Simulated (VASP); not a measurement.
Calculation: PBEsol GGA, VASP's PBE PAW potentials (set 64) (plane waves; VASP).

Input for VASP

File POSCAR:
```
Cd
1
    1.4559543538    -2.5217873583     0.0000000000
    1.4559543538     2.5217873583     0.0000000000
    0.0000000000     0.0000000000     5.0465123040
Cd
2
Direct
  0.3333330000   0.6666670000   0.2500000000
  0.6666670000   0.3333330000   0.7500000000
```

**KPOINTS**
```
Automatic mesh
0
Gamma
14 14 7
0 0 0
```

### INCAR
```
SYSTEM = Cd
PREC = Accurate; ENCUT = 500; LREAL = .False.
LASPH = .True.
EDIFF = 1E-6; NELM = 100; ALGO = Normal
LMAXMIX = 4
ISMEAR = 1; SIGMA = 0.1
GGA = PS
IBRION = 2; NSW = 40; ISIF = 3
EDIFFG = -0.02; PSTRESS = 200
LWAVE = .False.; LCHARG = .False.
```

POTCAR, in this order: Cd (PBE.64 set). Program: vasp_std.

The resulting files:

**OSZICAR**
```
       N       E                     dE             d eps       ncg     rms          rms(c)
DAV:   1     0.165697553425E+03    0.16570E+03   -0.13371E+04  3072   0.151E+03
DAV:   2     0.580653512916E+00   -0.16512E+03   -0.16206E+03  3120   0.378E+02
DAV:   3    -0.249215769420E+01   -0.30728E+01   -0.30698E+01  3832   0.620E+01
DAV:   4    -0.249544317268E+01   -0.32855E-02   -0.32854E-02  3592   0.176E+00
DAV:   5    -0.249545160337E+01   -0.84307E-05   -0.84305E-05  3976   0.876E-02    0.676E+00
DAV:   6    -0.228653458551E+01    0.20892E+00   -0.53877E-01  3312   0.104E+01    0.495E+00
DAV:   7    -0.226845366015E+01    0.18081E-01   -0.55478E-02  3680   0.266E+00    0.217E+00
DAV:   8    -0.226621458902E+01    0.22391E-02   -0.54022E-03  3344   0.111E+00    0.132E-01
DAV:   9    -0.226622264472E+01   -0.80557E-05   -0.12152E-05  4088   0.471E-02    0.568E-02
DAV:  10    -0.226624046703E+01   -0.17822E-04   -0.10139E-05  3504   0.387E-02    0.365E-03
DAV:  11    -0.226624044118E+01    0.25856E-07   -0.24724E-07  2072   0.653E-03
   1 F= 0.23596673E+01 E0= 0.23597264E+01  d E =0.235967E+01
       N       E                     dE             d eps       ncg     rms          rms(c)
DAV:   1    -0.107887944164E+02   -0.85226E+01   -0.16040E+02  3072   0.171E+02    0.230E+01
DAV:   2    -0.189258428107E+01    0.88962E+01   -0.26149E+01  3072   0.782E+01    0.492E+00
DAV:   3    -0.153698400449E+01    0.35560E+00   -0.95484E-01  3896   0.109E+01    0.269E+00
DAV:   4    -0.145017756595E+01    0.86806E-01   -0.49682E-02  3520   0.179E+00    0.118E+00
DAV:   5    -0.143451347689E+01    0.15664E-01   -0.15255E-02  3584   0.963E-01    0.210E-01
DAV:   6    -0.143489779752E+01   -0.38432E-03   -0.70587E-04  3704   0.265E-01    0.120E-01
DAV:   7    -0.143492999894E+01   -0.32201E-04   -0.22099E-05  3664   0.588E-02    0.144E-02
DAV:   8    -0.143493102119E+01   -0.10222E-05   -0.12541E-06  2536   0.163E-02    0.662E-03
DAV:   9    -0.143493097091E+01    0.50278E-07   -0.31353E-08  1840   0.188E-03
   2 F= 0.24648914E+01 E0= 0.24648490E+01  d E =0.105224E+00
       N       E                     dE             d eps       ncg     rms          rms(c)
DAV:   1    -0.490927257626E+01   -0.34743E+01   -0.58112E+01  3072   0.114E+02    0.142E+01
DAV:   2    -0.232567081899E+01    0.25836E+01   -0.60614E+00  3096   0.371E+01    0.593E+00
DAV:   3    -0.210274824918E+01    0.22292E+00   -0.32651E-01  3608   0.810E+00    0.480E+00
DAV:   4    -0.204094478301E+01    0.61803E-01   -0.41148E-02  3664   0.225E+00    0.109E+00
DAV:   5    -0.203899979902E+01    0.19450E-02   -0.32110E-03  3448   0.460E-01    0.215E-01
DAV:   6    -0.203913010441E+01   -0.13031E-03   -0.33179E-04  3584   0.221E-01    0.798E-02
DAV:   7    -0.203911376129E+01    0.16343E-04   -0.93532E-05  3272   0.147E-01    0.952E-03
DAV:   8    -0.203911383073E+01   -0.69440E-07   -0.51335E-07  1864   0.803E-03
   3 F= 0.22752812E+01 E0= 0.22752833E+01  d E =-.843861E-01
       N       E                     dE             d eps       ncg     rms          rms(c)
DAV:   1    -0.203292512219E+01    0.61886E-02   -0.15214E-02  3088   0.177E+00    0.190E-01
DAV:   2    -0.203218025639E+01    0.74487E-03   -0.18902E-03  3096   0.672E-01    0.670E-02
DAV:   3    -0.203213021090E+01    0.50045E-04   -0.10254E-04  3728   0.135E-01    0.515E-02
DAV:   4    -0.203212368455E+01    0.65263E-05   -0.10442E-05  3360   0.283E-02    0.428E-03
DAV:   5    -0.203212373405E+01   -0.49498E-07   -0.20646E-07  1760   0.547E-03
   4 F= 0.22752241E+01 E0= 0.22752203E+01  d E =-.844432E-01
       N       E                     dE             d eps       ncg     rms          rms(c)
DAV:   1    -0.202650332958E+01    0.56204E-02   -0.11862E-02  3088   0.156E+00    0.168E-01
DAV:   2    -0.202592245206E+01    0.58088E-03   -0.14692E-03  3104   0.593E-01    0.597E-02
DAV:   3    -0.202588341455E+01    0.39038E-04   -0.79866E-05  3760   0.119E-01    0.458E-02
DAV:   4    -0.202587871100E+01    0.47036E-05   -0.82618E-06  3368   0.251E-02    0.384E-03
DAV:   5    -0.202587875944E+01   -0.48439E-07   -0.16294E-07  1688   0.484E-03
   5 F= 0.22752518E+01 E0= 0.22752426E+01  d E =-.844155E-01
       N       E                     dE             d eps       ncg     rms          rms(c)
DAV:   1    -0.203478082416E+01   -0.89021E-02   -0.61621E-01  3248   0.738E+00    0.603E-01
DAV:   2    -0.202564212044E+01    0.91387E-02   -0.72953E-03  3280   0.131E+00    0.330E-01
DAV:   3    -0.202155157393E+01    0.40905E-02   -0.58538E-03  3328   0.842E-01    0.108E-01
DAV:   4    -0.202154153008E+01    0.10044E-04   -0.68784E-04  3520   0.331E-01    0.566E-02
DAV:   5    -0.202153971483E+01    0.18153E-05   -0.20441E-05  3528   0.661E-02    0.180E-02
DAV:   6    -0.202153897911E+01    0.73572E-06   -0.57536E-06  3296   0.353E-02
   6 F= 0.22736438E+01 E0= 0.22735029E+01  d E =-.160797E-02
       N       E                     dE             d eps       ncg     rms          rms(c)
DAV:   1    -0.202136621327E+01    0.17350E-03   -0.57693E-04  3256   0.226E-01    0.183E-02
DAV:   2    -0.202135757177E+01    0.86415E-05   -0.69360E-06  3288   0.409E-02    0.101E-02
DAV:   3    -0.202135389521E+01    0.36766E-05   -0.52818E-06  3264   0.252E-02    0.336E-03
DAV:   4    -0.202135395641E+01   -0.61201E-07   -0.63574E-07  1592   0.998E-03
   7 F= 0.22736426E+01 E0= 0.22735046E+01  d E =-.160924E-02
       N       E                     dE             d eps       ncg     rms          rms(c)
DAV:   1    -0.204395825907E+01   -0.22604E-01   -0.96333E-02  3072   0.445E+00    0.481E-01
DAV:   2    -0.203934303831E+01    0.46152E-02   -0.11742E-02  3112   0.167E+00    0.171E-01
DAV:   3    -0.203901020777E+01    0.33283E-03   -0.64320E-04  3624   0.339E-01    0.132E-01
DAV:   4    -0.203893307094E+01    0.77137E-04   -0.65285E-05  3408   0.712E-02    0.113E-02
DAV:   5    -0.203893274748E+01    0.32346E-06   -0.13239E-06  2680   0.134E-02
   8 F= 0.22736767E+01 E0= 0.22735326E+01  d E =0.341786E-04
       N       E                     dE             d eps       ncg     rms          rms(c)
DAV:   1    -0.203032166464E+01    0.86114E-02   -0.34303E-02  3072   0.265E+00    0.286E-01
DAV:   2    -0.202866593532E+01    0.16557E-02   -0.42298E-03  3112   0.100E+00    0.979E-02
DAV:   3    -0.202855314830E+01    0.11279E-03   -0.22978E-04  3640   0.202E-01    0.753E-02
DAV:   4    -0.202853572533E+01    0.17423E-04   -0.23497E-05  3400   0.430E-02    0.632E-03
DAV:   5    -0.202853578803E+01   -0.62699E-07   -0.53891E-07  1944   0.928E-03
   9 F= 0.22735842E+01 E0= 0.22734437E+01  d E =-.583991E-04
```

### OUTCAR
```
------------------------ aborting loop because EDIFF is reached ----------------------------------------
  FORCE on cell =-STRESS in cart. coord.  units (eV):
  Direction    XX          YY          ZZ          XY          YZ          ZX
  --------------------------------------------------------------------------------------
  Total        4.3023247      4.3023268      4.2991745      0.0000000     -0.0000000      0.0000000
  in kB      200.0095201    200.0096155    199.8630725      0.0000000     -0.0000000      0.0000000
  external PRESSURE =      -0.0392640 kB  Pullay stress =     200.0000000 kB
  volume of cell :       34.46
      direct lattice vectors                 reciprocal lattice vectors
     1.426090249 -2.470061358  0.000000000     0.350608947 -0.202424121  0.000000000
     1.426090249  2.470061358 -0.000000000     0.350608947  0.202424121  0.000000000
    -0.000000000  0.000000000  4.891908814     0.000000000  0.000000000  0.204419182
 POSITION                                       TOTAL-FORCE (eV/Angst)
 -----------------------------------------------------------------------------------
      1.42609      0.82336      1.22298        -0.000000     -0.000000      0.000000
      1.42609     -0.82336      3.66893         0.000000      0.000000     -0.000000
 -----------------------------------------------------------------------------------
    total drift:                                0.000014      0.000155      0.000002
  FREE ENERGIE OF THE ION-ELECTRON SYSTEM (eV)
  ---------------------------------------------------
  free  energy   TOTEN  =        -2.0285357880 eV

  energy  without entropy=       -2.0289571969  energy(sigma->0) =       -2.02867626
  enthalpy is  TOTEN    =         2.2735841524 eV   P V=        4.3021199404

 reached required accuracy - stopping structural energy minimisation
```
(Selected blocks of OUTCAR.)

CONTCAR:
```
Cd
   1.00000000000000
     1.4260902494914669   -2.4700613578672845    0.0000000000000000
     1.4260902494914669    2.4700613578672845   -0.0000000000000000
    -0.0000000000000000    0.0000000000000000    4.8919088136261246
  Cd
     2
Direct
     0.3333330000000032    0.6666669999999968    0.2500000000000000
     0.6666669999999968    0.3333330000000032    0.7500000000000000
```

Energy and stress use the plane-wave basis of the starting cell.

The compound is Cd in the hcp structure. This run relaxes it under an external pressure of 20 GPa. Symmetry was kept, so distortions that lower it aren't found.
